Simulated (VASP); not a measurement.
Runs of VASP 6.6.1 on Co. Symmetry: P6_3/mmc, No. 194, hexagonal system. The conventional cell has a = 2.507 Å, b = 2.507 Å, c = 4.070 Å, α = 90.00°, β = 90.00°, γ = 120.00°. Co (site symmetry -6m2) has 12 Co at 2.50 to 2.51 Å as nearest neighbours. 

```csv
level,potentials or basis,k mesh,cutoff (eV),mesh quality,gap on the mesh (eV),pressure (GPa),moment (μB)
LDA,"VASP PAW LDA potentials, release 64 (Co)",5 × 5 × 3,300,coarse,none,-,(b)
LDA,"VASP PAW LDA potentials, release 64 (Co)",15 × 15 × 8,520,not flagged,none,-22.0,3.18
PBEsol,"VASP PAW PBE potentials, release 64 (Co)",5 × 5 × 3,520,coarse,none,-12.1,3.57
PBEsol,"VASP PAW PBE potentials, release 64 (Co)",15 × 15 × 8,300,not flagged,none,-,3.27
PBEsol,"VASP PAW PBE potentials, release 64 (Co)",15 × 15 × 8,520,not flagged,none,(a),3.27
```

Alike in all rows: task electric field gradients; spin collinear, ferromagnetic start; cell as given; smearing fermi-dirac 0.05 eV.

Task: Estimate the missing entries.

Result: (a) -14.1; (b) 3.42.

Caveats: some runs use coarse meshes; the PAW data sets were made with another functional, which shifts forces and pressure a little (some runs); the cutoff is under 1.25 times the usual one of these potentials, so pressure, stress and relaxed cells hold a basis-set (Pulay) error (some runs); so large a pressure means that the cell lies far from this level's equilibrium, or that cutoff or potentials fall short (some runs).

A gap of «none» marks a metal or a gap under the smearing width.
